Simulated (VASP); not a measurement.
Here is the system:

```xyz
2
Lattice="0.0000 3.1166 3.1166 3.1166 0.0000 3.1166 3.1166 3.1166 0.0000" Properties=species:S:1:pos:R:3 pbc="T T T"
Cd     0.0000     0.0000     0.0000
Te     1.5583     1.5583     1.5583
```

These are PBE GGA, VASP's PBE PAW potentials (set 64) (plane waves; VASP) values and carry that method's errors. Run with 500 eV cut-off, 7×7×7 Γ-centred mesh, Gaussian smearing of 0.050 eV, potentials Cd Te.

Unless said otherwise, spin-orbit coupling is left out, though it shifts the bands of the heavy elements here.

**Question.** Estimate the energy per atom (σ→0), pressure, band gap (on the k-mesh) with the smallest direct gap where there is one.

**Answer.** 
```json
{
 "band gap (on the k-mesh)": "1.14 eV",
 "smallest direct gap (on the k-mesh)": "1.14 eV",
 "energy per atom (σ→0)": "-2.248 eV/atom",
 "pressure": "9.92 GPa"
}
```

Only differences to runs with the same potentials and settings are physical.

The compound is CdTe in the zinc blende structure. It was relaxed first under an external pressure of 10 GPa.
